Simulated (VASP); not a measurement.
Output of a VASP run:

**OSZICAR**
```
       N       E                     dE             d eps       ncg     rms          rms(c)
DAV:   1     0.949547780400E+01    0.94955E+01   -0.37848E+03  5084   0.772E+02
DAV:   2    -0.244276671221E+02   -0.33923E+02   -0.32905E+02  7619   0.127E+02
DAV:   3    -0.255296506265E+02   -0.11020E+01   -0.10983E+01  6322   0.271E+01
DAV:   4    -0.255354479943E+02   -0.57974E-02   -0.57954E-02  7024   0.202E+00
DAV:   5    -0.255354629130E+02   -0.14919E-04   -0.14914E-04  6119   0.782E-02    0.340E+00
DAV:   6    -0.253587816759E+02    0.17668E+00   -0.51772E+00  5342   0.248E+01    0.197E+00
DAV:   7    -0.254017598571E+02   -0.42978E-01   -0.75859E-02  6032   0.267E+00    0.129E+00
DAV:   8    -0.252744357404E+02    0.12732E+00   -0.13066E-01  5102   0.444E+00    0.306E-01
DAV:   9    -0.254037429187E+02   -0.12931E+00   -0.11022E-01  5077   0.418E+00    0.158E-01
DAV:  10    -0.254094101148E+02   -0.56672E-02   -0.46111E-03  5172   0.712E-01    0.747E-02
DAV:  11    -0.254079441662E+02    0.14659E-02   -0.10668E-03  5222   0.339E-01    0.592E-02
DAV:  12    -0.254093036622E+02   -0.13595E-02   -0.71879E-04  5109   0.300E-01    0.218E-02
DAV:  13    -0.254093347403E+02   -0.31078E-04   -0.65377E-05  5486   0.793E-02    0.124E-02
DAV:  14    -0.254093556859E+02   -0.20946E-04   -0.12099E-05  5136   0.388E-02    0.113E-02
DAV:  15    -0.254093604126E+02   -0.47267E-05   -0.57210E-06  5234   0.219E-02    0.789E-04
DAV:  16    -0.254093623824E+02   -0.19698E-05   -0.15149E-06  4283   0.177E-02    0.698E-04
DAV:  17    -0.254093625169E+02   -0.13452E-06   -0.11705E-07  2554   0.496E-03
   1 F= -.25409363E+02 E0= -.25409360E+02  d E =-.859488E-05
```

File OUTCAR:
```
------------------------ aborting loop because EDIFF is reached ----------------------------------------
  FORCE on cell =-STRESS in cart. coord.  units (eV):
  Direction    XX          YY          ZZ          XY          YZ          ZX
  --------------------------------------------------------------------------------------
  Total        1.0359867     -0.0531824      0.2127621      0.0000000      0.0000000     -0.4604181
  in kB       37.9488448     -1.9481031      7.7936085      0.0000000      0.0000000    -16.8654044
  external PRESSURE =      14.5981167 kB  Pullay stress =       0.0000000 kB
  volume of cell :       43.74
      direct lattice vectors                 reciprocal lattice vectors
     3.588703000 -1.917176000  0.000000000     0.139326102 -0.260800260 -0.116255985
     3.588703000  1.917176000  0.000000000     0.139326102  0.260800260 -0.116255985
     2.652281000  0.000000000  3.178606000     0.000000000  0.000000000  0.314603320
 POSITION                                       TOTAL-FORCE (eV/Angst)
 -----------------------------------------------------------------------------------
      2.23134      0.00000      0.72154         0.543473      0.000000     -0.073217
      7.63186      0.00000      2.45706        -0.543473      0.000000      0.073217
 -----------------------------------------------------------------------------------
    total drift:                               -0.000001      0.000000      0.000000
  FREE ENERGIE OF THE ION-ELECTRON SYSTEM (eV)
  ---------------------------------------------------
  free  energy   TOTEN  =       -25.4093625169 eV

  energy  without entropy=      -25.4093539221  energy(sigma->0) =      -25.40935965
```
(Selected blocks of OUTCAR.)

### POSCAR
```
As
1
    3.5887030000    -1.9171760000     0.0000000000
    3.5887030000     1.9171760000     0.0000000000
    2.6522810000     0.0000000000     3.1786060000
As
2
Direct
  0.2270000000   0.2270000000   0.2270000000
  0.7776690000   0.7776690000   0.7730000000
```

**Question.** Write an INCAR and KPOINTS that could have produced this output.

**Answer.** One answer among several that fit: the input of the run itself, TPSS meta-GGA, plane waves, VASP's PBE PAW potentials (set 64).

### KPOINTS
```
Automatic mesh
0
Gamma
10 10 10
0 0 0
```

INCAR:
```
# general
SYSTEM   =  As
PREC     =  Accurate
ENCUT    =  400   # plane-wave cut-off (eV)
LREAL    =  .FALSE.   # projection in real space or not
LASPH    =  .TRUE.

# electronic loop
EDIFF    =  1E-6
NELM     =  100
ALGO     =  Normal   # blocked Davidson
LMAXMIX  =  4   # l cut-off of mixed one-centre charges
LMIXTAU  =  .TRUE.

# smearing
ISMEAR   =  1   # Methfessel-Paxton
SIGMA    =  0.1   # width (eV)

# functional
METAGGA  =  TPSS

# ions
ISIF     =  2   # forces and stress, cell fixed

# output
LWAVE    =  .FALSE.
LCHARG   =  .FALSE.
```

POTCAR, in this order: As (PBE.64 set). Program: vasp_std.

The compound is As in the a7 structure. The cell was not relaxed at this level. The run is one of a series of settings (GGA removed, LMIXTAU = .TRUE., METAGGA = TPSS against the base run), some of them coarse on purpose.
